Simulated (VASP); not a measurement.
Input for VASP

### INCAR
```
# general
SYSTEM   = KCl
PREC     = Accurate
ENCUT    = 520
LREAL    = .FALSE.   # projection in real space or not
LASPH    = .TRUE.

# electronic loop
EDIFF    = 1E-7
NELM     = 100
ALGO     = Normal   # blocked Davidson
LMIXTAU  = .TRUE.

# smearing
ISMEAR   = 0
SIGMA    = 0.05   # width (eV)

# functional
METAGGA  = R2SCAN
LUSE_VDW = .TRUE.
BPARAM   = 11.95
CPARAM   = 0.0093

# ions
ISIF     = 2   # forces and stress, cell fixed

# output
LWAVE    = .FALSE.
LCHARG   = .FALSE.
```

**KPOINTS**
```
Automatic mesh
0
Gamma
7 7 7
0 0 0
```

### POSCAR
```
KCl
1.0
  0.0000000000   3.1783360852   3.1783360852
  3.1783360852   0.0000000000   3.1783360852
  3.1783360852   3.1783360852   0.0000000000
K Cl
1 1
Direct
  0.0000000000   0.0000000000   0.0000000000
  0.5000000000   0.5000000000   0.5000000000
```

POTCAR, in this order: K_sv Cl (PBE.64 set). Program: vasp_std.

Task: Write an equivalent input for Ansatz.

Result: One equivalent input (not run):
Ansatz 0.2 input:
```yaml
crystal:
  lattice:
    - [0.0000000, 3.1783361, 3.1783361]
    - [3.1783361, 0.0000000, 3.1783361]
    - [3.1783361, 3.1783361, 0.0000000]
  atoms:
    - { symbol: K, position: [0.0000000, 0.0000000, 0.0000000] }
    - { symbol: Cl, position: [0.5000000, 0.5000000, 0.5000000] }
kpoints:
  mp_grid: { grid: [7, 7, 7] }
hamiltonian:
  xc: r2scan
  dispersion: rvv10
  pseudopotentials: { kind: paw }
scf:
  occupations: { method: gaussian, width: 0.05 }
  max_iter: 100
output: { forces: true, stress: true, eigenvalues: true }
```
Limits of the translation: each code has its own PAW files, so the cut-off isn't converted (ENCUT is set for VASP's; basis.ecutwfc is left out, and Ansatz then takes the one that its files recommend); Ansatz stops its SCF on the density residual and VASP on the energy change (EDIFF).

The compound is KCl in the rock salt structure. This cell is one point of a volume scan, at 1.06 of the reference volume.
